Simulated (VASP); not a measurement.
Data:

```
Ta
1.0
   -1.64957     1.64957     1.64957
    1.64957    -1.64957     1.64957
    1.64957     1.64957    -1.64957
Ta
1
Direct
  0.00000   0.00000   0.00000
```

Level of theory: r2SCAN+rVV10, VASP's PBE PAW potentials (set 64) (plane waves; VASP). Run with 520 eV cut-off, 17×17×17 Γ-centred mesh, tetrahedra with Blöchl corrections, potentials Ta_pv.

Task: Give the energies of bands 4 to 8 at the high-symmetry points, in eV from the Fermi level.

Result: 
```
band      Γ      H      N      P
----  -----  -----  -----  -----
4     -8.34  -3.95  -4.56  -1.33
5      0.86  -3.95  -1.56  -1.33
6      0.86   7.17   1.49  -1.33
7      0.86   7.17   4.24   5.49
8      4.36   7.17   5.31   5.49
```

It has no gap at this level: it comes out as a metal or semimetal.

The compound is Ta in the bcc structure. It was relaxed first.
